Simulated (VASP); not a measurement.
Output of a VASP run:

**OSZICAR**
```
       N       E                     dE             d eps       ncg     rms          rms(c)
DAV:   1     0.893485333453E+02    0.89349E+02   -0.12181E+04  3984   0.230E+03
DAV:   2    -0.113415184375E+01   -0.90483E+02   -0.89171E+02  3928   0.290E+02
DAV:   3    -0.350764101098E+01   -0.23735E+01   -0.23696E+01  4776   0.588E+01
DAV:   4    -0.351387840615E+01   -0.62374E-02   -0.62372E-02  4616   0.295E+00
DAV:   5    -0.351388714170E+01   -0.87356E-05   -0.87354E-05  4624   0.918E-02    0.496E+00
DAV:   6    -0.319681438402E+01    0.31707E+00   -0.15444E+00  3960   0.287E+01    0.350E+00
DAV:   7    -0.318102596427E+01    0.15788E-01   -0.50741E-02  4936   0.433E+00    0.182E+00
DAV:   8    -0.317330699905E+01    0.77190E-02   -0.20038E-03  5312   0.752E-01    0.544E-02
DAV:   9    -0.317325774067E+01    0.49258E-04   -0.24912E-04  5400   0.256E-01    0.299E-02
DAV:  10    -0.317326183281E+01   -0.40921E-05   -0.21383E-05  4176   0.468E-02    0.308E-03
DAV:  11    -0.317326167099E+01    0.16182E-06   -0.57729E-07  4904   0.133E-02    0.208E-03
DAV:  12    -0.317326138218E+01    0.28881E-06   -0.26310E-08  2480   0.369E-03    0.542E-04
DAV:  13    -0.317326139638E+01   -0.14208E-07   -0.78568E-09  2360   0.125E-03
   1 F= -.31732614E+01 E0= -.31731827E+01  d E =-.236176E-03
```

**OUTCAR**
```
------------------------ aborting loop because EDIFF is reached ----------------------------------------
  FORCE on cell =-STRESS in cart. coord.  units (eV):
  Direction    XX          YY          ZZ          XY          YZ          ZX
  --------------------------------------------------------------------------------------
  Total        0.1397067      0.1397068      0.0338924      0.0000000      0.0000000      0.0000000
  in kB        8.0038656      8.0038685      1.9417132      0.0000000      0.0000000      0.0000000
  external PRESSURE =       5.9831491 kB  Pullay stress =       0.0000000 kB
  volume of cell :       27.97
      direct lattice vectors                 reciprocal lattice vectors
     1.319408643 -2.285283221  0.000000000     0.378957651 -0.218791262  0.000000000
     1.319408643  2.285283221  0.000000000     0.378957651  0.218791262  0.000000000
     0.000000000  0.000000000  4.637444721     0.000000000  0.000000000  0.215635994
 POSITION                                       TOTAL-FORCE (eV/Angst)
 -----------------------------------------------------------------------------------
      1.31941      0.76176      1.15936         0.000000      0.000000      0.000000
      1.31941     -0.76176      3.47808        -0.000000     -0.000000      0.000000
 -----------------------------------------------------------------------------------
    total drift:                                0.000013      0.000066      0.000004
  FREE ENERGIE OF THE ION-ELECTRON SYSTEM (eV)
  ---------------------------------------------------
  free  energy   TOTEN  =        -3.1732613964 eV

  energy  without entropy=       -3.1730252205  energy(sigma->0) =       -3.17318267
```
(Selected blocks of OUTCAR.)

File POSCAR:
```
Zn
1
    1.3194086430    -2.2852832206     0.0000000000
    1.3194086430     2.2852832206    -0.0000000000
    0.0000000000    -0.0000000000     4.6374447213
Zn
2
Direct
  0.3333330000   0.6666670000   0.2500000000
  0.6666670000   0.3333330000   0.7500000000
```

**Question.** Write an INCAR and KPOINTS that could have produced this output.

**Answer.** One answer among several that fit: the input of the run itself, PBEsol GGA, plane waves, VASP's PBE PAW potentials (set 64).

File KPOINTS:
```
Automatic mesh
0
Gamma
14 14 8
0 0 0
```

### INCAR
```
ALGO  =  Normal
EDIFF  =  1E-7
ENCUT  =  480
GGA  =  PS
ISIF  =  2
ISMEAR  =  1
LASPH  =  T
LCHARG  =  F
LMAXMIX  =  4
LREAL  =  F
LWAVE  =  F
NELM  =  100
PREC  =  Accurate
SIGMA  =  0.1
SYSTEM  =  Zn
```

POTCAR, in this order: Zn (PBE.64 set). Program: vasp_std.

The compound is Zn in the hcp structure. It was relaxed first, which changed the volume by -8 %.
